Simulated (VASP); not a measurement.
Runs of VASP 6.6.1 on Ge. It takes space group Fd-3m (No. 227, cubic). The conventional cell has a = 5.658 Å, b = 5.658 Å, c = 5.658 Å, α = 90.00°, β = 90.00°, γ = 90.00°. Around Ge (site symmetry -43m) lie 4 Ge at 2.45 Å. 

```csv
task,level,cell,gap on the mesh (eV),pressure (GPa),relaxed volume (Å³/atom)
relaxation of cell and atoms,PBEsol,relaxed,none,0.0,(a)
relaxation of the atoms,PBE,atoms relaxed from: a relaxed cell with its volume scaled by 0.96,none,2.6,-
relaxation of the atoms,PBE,atoms relaxed from: a relaxed cell with its volume scaled by 1.02,none,-1.1,-
relaxation of cell and atoms,PBE,relaxed,none,0.0,23.90
relaxation of the atoms,PBE,atoms relaxed from: a relaxed cell with its volume scaled by 1.06,none,-3.0,-
```

Alike in all rows: potentials or basis VASP PAW PBE potentials, release 64 (Ge_d); no spin polarisation; k mesh 10 × 10 × 10; cutoff (eV) 600; smearing gaussian 0.03 eV.

Fill in the values left out.

(a) 22.85.

Caveats: the relaxation stopped at its first step, so nothing moved (some runs); this crystal is a semiconductor, whose small gap the functional closes, so the metal is an error of the method (some runs); the PAW data sets were made with another functional, which shifts forces and pressure a little (some runs).

A k mesh can miss the band edges, and the runs leave out spin-orbit coupling on Ge.

A gap of «none» marks a metal or a gap under the smearing width.
